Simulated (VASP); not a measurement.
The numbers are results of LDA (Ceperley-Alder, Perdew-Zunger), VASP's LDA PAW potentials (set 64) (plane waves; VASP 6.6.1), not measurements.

VASP input:

KPOINTS:
```
Automatic mesh
0
Gamma
7 7 7
0 0 0
```

INCAR:
```
ALGO = Normal
EDIFF = 1E-6
ENCUT = 300
ISIF = 2
ISMEAR = 0
LASPH = .TRUE.
LCHARG = .FALSE.
LMAXMIX = 4
LREAL = .FALSE.
LWAVE = .FALSE.
NELM = 100
PREC = Accurate
SIGMA = 0.272
SYSTEM = Y2InNi2
```

File POSCAR:
```
Y2InNi2
1.0
  1.9273450000  -7.0824900000   0.0000000000
  1.9273450000   7.0824900000   0.0000000000
  0.0000000000   0.0000000000   3.7188300000
Y In Ni
2 1 2
Cart
  1.9273450000   1.9386191628   1.8594150000
  1.9273450000  -1.9386191628   1.8594150000
  0.0000000000   0.0000000000   0.0000000000
  1.9273450000  -4.2489274008   0.0000000000
  1.9273450000   4.2489274008   0.0000000000
```

POTCAR, in this order: Y_sv In_d Ni (LDA.64 set). Program: vasp_std.

The resulting files:

**OSZICAR**
```
       N       E                     dE             d eps       ncg     rms          rms(c)
DAV:   1     0.380932647649E+03    0.38093E+03   -0.18405E+04  4240   0.133E+03
DAV:   2    -0.832842397112E-01   -0.38102E+03   -0.37442E+03  4273   0.395E+02
DAV:   3    -0.322398300349E+02   -0.32157E+02   -0.31498E+02  6140   0.121E+02
DAV:   4    -0.353252123321E+02   -0.30854E+01   -0.30590E+01  7357   0.266E+01
DAV:   5    -0.354107994501E+02   -0.85587E-01   -0.85548E-01  5875   0.417E+00    0.502E+01
DAV:   6    -0.373059358643E+02   -0.18951E+01   -0.40292E+01  4795   0.602E+01    0.238E+01
DAV:   7    -0.450736361179E+02   -0.77677E+01   -0.10255E+02  5906   0.832E+01    0.581E+01
DAV:   8    -0.340395240640E+02    0.11034E+02   -0.96953E+01  6122   0.686E+01    0.877E+00
DAV:   9    -0.333611587988E+02    0.67837E+00   -0.35987E+00  5816   0.146E+01    0.547E+00
DAV:  10    -0.331898351188E+02    0.17132E+00   -0.68830E-01  6457   0.409E+00    0.300E+00
DAV:  11    -0.331410359060E+02    0.48799E-01   -0.32086E-01  6256   0.381E+00    0.139E+00
DAV:  12    -0.331451392388E+02   -0.41033E-02   -0.45165E-02  5728   0.108E+00    0.139E+00
DAV:  13    -0.331423049877E+02    0.28343E-02   -0.80082E-02  5928   0.193E+00    0.950E-01
DAV:  14    -0.331398011479E+02    0.25038E-02   -0.15138E-02  6587   0.902E-01    0.530E-01
DAV:  15    -0.331390780450E+02    0.72310E-03   -0.95457E-04  5603   0.166E-01    0.383E-01
DAV:  16    -0.331383257534E+02    0.75229E-03   -0.72667E-04  5976   0.194E-01    0.242E-01
DAV:  17    -0.331377972993E+02    0.52845E-03   -0.19311E-03  5958   0.299E-01    0.341E-02
DAV:  18    -0.331378207339E+02   -0.23435E-04   -0.18086E-04  5362   0.685E-02    0.482E-02
DAV:  19    -0.331378205620E+02    0.17187E-06   -0.92473E-06  5717   0.155E-02
   1 F= -.33137821E+02 E0= -.33084969E+02  d E =-.105704E+00
```

### OUTCAR
```
------------------------ aborting loop because EDIFF is reached ----------------------------------------
  FORCE on cell =-STRESS in cart. coord.  units (eV):
  Direction    XX          YY          ZZ          XY          YZ          ZX
  --------------------------------------------------------------------------------------
  Total       -3.4597944     -3.2685780     -3.4532742      0.0000000      0.0000000      0.0000000
  in kB      -54.5982999    -51.5807530    -54.4954061      0.0000000      0.0000000      0.0000000
  external PRESSURE =     -53.5581530 kB  Pullay stress =       0.0000000 kB
  volume of cell :      101.53
      direct lattice vectors                 reciprocal lattice vectors
     1.927345000 -7.082490000  0.000000000     0.259424234 -0.070596640  0.000000000
     1.927345000  7.082490000  0.000000000     0.259424234  0.070596640  0.000000000
     0.000000000  0.000000000  3.718830000     0.000000000  0.000000000  0.268901778
 POSITION                                       TOTAL-FORCE (eV/Angst)
 -----------------------------------------------------------------------------------
      1.92735      1.93862      1.85942         0.000000      0.274092     -0.000000
      1.92735     -1.93862      1.85942         0.000000     -0.274092     -0.000000
      0.00000      0.00000      0.00000         0.000000     -0.000000     -0.000000
      1.92735     -4.24893      0.00000         0.000000      0.028430     -0.000000
      1.92735      4.24893      0.00000         0.000000     -0.028430      0.000000
 -----------------------------------------------------------------------------------
    total drift:                               -0.000000     -0.000000      0.000000
  FREE ENERGIE OF THE ION-ELECTRON SYSTEM (eV)
  ---------------------------------------------------
  free  energy   TOTEN  =       -33.1378205620 eV

  energy  without entropy=      -33.0321165744  energy(sigma->0) =      -33.08496857
```
(Selected blocks of OUTCAR.)

### OUTCAR
```
 val. band max:        5.8109773762   @ k =   0.4286   0.1429   0.4286

 cond. band min:       5.8341476448   @ k =   0.1429   0.1429   0.1429


 Fermi energy:         5.8305565620

 k-point     1 :       0.0000    0.0000    0.0000
  band No.  band energies     occupation
      1     -36.3254      2.00000
      2     -36.3067      2.00000
      3     -16.6326      2.00000
      4     -16.4282      2.00000
      5     -16.3928      2.00000
      6     -16.3830      2.00000
      7     -16.3594      2.00000
      8     -16.3359      2.00000
      9      -8.3251      2.00000
     10      -8.2361      2.00000
     11      -8.2320      2.00000
     12      -8.2004      2.00000
     13      -8.1892      2.00000
     14      -1.7749      2.00000
     15       1.5606      2.00000
     16       1.8207      2.00000
     17       2.8659      2.00000
     18       2.8761      2.00000
     19       3.3822      2.00000
     20       3.4326      2.00000
     21       3.8381      2.00000
     22       3.9526      2.00000
     23       4.4273      2.00000
     24       4.4588      2.00000
     25       4.7880      2.00000
     26       5.0604      1.99994
     27       6.3610      0.00581
     28       6.9950      0.00000
     29       7.4037      0.00000
     30       7.4162      0.00000
     31       7.5103      0.00000
     32       7.6507      0.00000
     33       9.4552      0.00000

 k-point     2 :       0.1429    0.0000    0.0000
  band No.  band energies     occupation
      1     -36.3226      2.00000
      2     -36.3057      2.00000
      3     -16.6204      2.00000
      4     -16.4671      2.00000
      5     -16.4271      2.00000
      6     -16.3839      2.00000
      7     -16.3565      2.00000
      8     -16.3346      2.00000
      9      -8.3129      2.00000
     10      -8.2416      2.00000
     11      -8.2231      2.00000
     12      -8.2085      2.00000
     13      -8.1905      2.00000
     14      -1.5205      2.00000
     15       1.4424      2.00000
...
```

At this cut-off the stress carries a Pulay error, which pulls relaxed volumes low.  Unless said otherwise, spin-orbit coupling is left out, though it shifts the bands of the heavy elements here.

The structure comes from a computed database's Y2InNi2 entry; how it stands against other phases isn't given here. The cell was not relaxed at this level. The run is one of a series of settings (KPOINTS 7×7×7 Γ-centred mesh against the base run), some of them coarse on purpose. The run is not spin-polarised, so no magnetic state was tried. The electron count is odd and the run is not spin-polarised, which forces a metal.
